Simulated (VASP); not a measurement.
Here is the system:

```
CoTi
1.0
    2.94707     0.00000     0.00000
    0.00000     2.94707     0.00000
    0.00000     0.00000     2.94707
Ti Co
1 1
Cartesian
  0.00000   0.00000   0.00000
  1.47354   1.47354   1.47354
```

Calculation: optB86b-vdW, VASP's PBE PAW potentials (set 64) (plane waves; VASP). Run with 520 eV cut-off, Gaussian smearing of 0.050 eV, potentials Ti_sv Co.

Task: Give the energies of bands 5 to 13 at the high-symmetry points, in eV from the Fermi level.

Result: 
| band | Γ | X | M | R |
|---|---|---|---|---|
| 5 | -7.77 | -4.13 | -4.55 | -2.52 |
| 6 | -3.96 | -3.80 | -3.89 | -2.52 |
| 7 | -3.96 | -2.48 | -2.54 | -2.52 |
| 8 | -1.54 | -1.62 | -2.54 | -2.21 |
| 9 | -1.54 | -1.62 | -0.62 | -2.21 |
| 10 | -1.54 | -1.10 | -0.16 | -2.21 |
| 11 | 0.79 | -0.87 | 0.74 | -0.59 |
| 12 | 0.79 | 0.14 | 0.74 | -0.59 |
| 13 | 2.80 | 0.62 | 1.24 | 3.23 |

It has no gap at this level: it comes out as a metal or semimetal.

The compound is TiCo in the CsCl type structure. It was relaxed first. The run is not spin-polarised, so no magnetic state was tried. The electron count is odd and the run is not spin-polarised, which forces a metal.
